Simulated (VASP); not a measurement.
Input:

```xyz
8
Lattice="0.0005 5.0512 5.0369 5.0512 0.0005 5.0369 2.5259 2.5259 0.0000" Properties=species:S:1:pos:R:3 pbc="T T T"
Be     5.0517     5.0517     9.8746
Be     5.1493     7.4799     7.6436
Be     7.4799     5.1493     7.6436
Be     5.0517     5.0517     5.0540
Te     1.2629     1.2629     1.2656
S      3.7916     1.2601     3.7738
S      1.2601     3.7916     3.7738
S      3.7888     3.7888     6.3029
```

Computed with PBEsol GGA, VASP's PBE PAW potentials (set 64) (plane waves; VASP). Run with 400 eV cut-off, 5×5×9 Γ-centred mesh, tetrahedra with Blöchl corrections, potentials Be Te S.

Problem. Predict the energy per atom (σ→0).

Solution. 
```yaml
energy per atom (σ→0): -4.897 eV/atom
```

The structure was generated: Be4S3Te was put into an ordered model structure (Amm2), which need not be its known phase. It was relaxed first.
